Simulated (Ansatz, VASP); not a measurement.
**Be2BiSb3: VASP beside Ansatz**

File INCAR:

```
SYSTEM = Be2BiSb3
  PREC = Accurate
  ENCUT = 520
  EDIFF = 1E-6
  ISMEAR = 0
  SIGMA = 0.1
  LREAL = .False.
  LASPH = .True.
  NELM = 100
  ALGO = Normal
  ISIF = 2
  LWAVE = .False.
  LCHARG = .False.
  GGA = PE
  NBANDS = 26
```

File KPOINTS:

```
Automatic mesh
0
Gamma
  6 6 2
  0 0 0
```

POSCAR

```
Be2BiSb3
1.0
    3.3610026200      0.0000000000      0.0000000000
   -1.6805013100      2.9107136500      0.0000000000
    0.0000000000      0.0000000000      8.2327414400
Be Sb Bi
2 3 1
Direct
    0.3333333300      0.6666666700      0.6666666700
    0.6666666700      0.3333333300      0.3333333300
    0.0000000000      0.0000000000      0.5000000000
    0.3333333300      0.6666666700      0.1666666700
    0.6666666700      0.3333333300      0.8333333300
    0.0000000000      0.0000000000      0.0000000000
```

Input for Ansatz:

```yaml
crystal:
  lattice:
    - [3.36100262, 0.0, 0.0]
    - [-1.68050131, 2.91071365, 0.0]
    - [0.0, 0.0, 8.23274144]
  atoms:
    - { symbol: Be, position: [0.33333333, 0.66666667, 0.66666667] }
    - { symbol: Be, position: [0.66666667, 0.33333333, 0.33333333] }
    - { symbol: Sb, position: [0.0, 0.0, 0.5] }
    - { symbol: Sb, position: [0.33333333, 0.66666667, 0.16666667] }
    - { symbol: Sb, position: [0.66666667, 0.33333333, 0.83333333] }
    - { symbol: Bi, position: [0.0, 0.0, 0.0] }
basis:
  ecutwfc: 420
kpoints:
  mp_grid: { grid: [6, 6, 2] }
hamiltonian:
  xc: pbe
scf:
  occupations: { method: gaussian, width: 0.1 }
  lower_state_search: "off"
output:
  forces: true
  stress: true
  eigenvalues: true
```

Alike in both runs: task single point; functional PBE; k mesh 6 × 6 × 2; occupations gaussian, width 0.1 eV; no spin polarisation.

```csv
,VASP,Ansatz
version,VASP 6.6.1,Ansatz 0.2.0
potentials or method,"VASP PAW PBE potentials, release 64 (Be, Sb, Bi_d)","scalar-relativistic, plane waves, PAW"
plane-wave cutoff (eV),520,420
valence electrons in the cell,34,64
```

```tsv
	VASP	Ansatz	Ansatz less VASP
gap on the k mesh at the Fermi level (eV)	none	none	-
rms of the force components (eV/Å)	5.515	5.440	-0.0751
```

Atom by atom the forces differ by 0.075 eV/Å (rms over components). A gap of «none» marks a metal or a gap that the smearing closes. The two sets of potentials don't hold the same shells in valence.

Caveats: the k mesh is coarse (spacing up to 0.38 Å⁻¹), so the values aren't converged; spin-orbit coupling is left out, which moves the levels of the heavy elements; forces of over 1 eV/Å show positions far from the minimum, so gaps and moduli don't describe the material at rest.
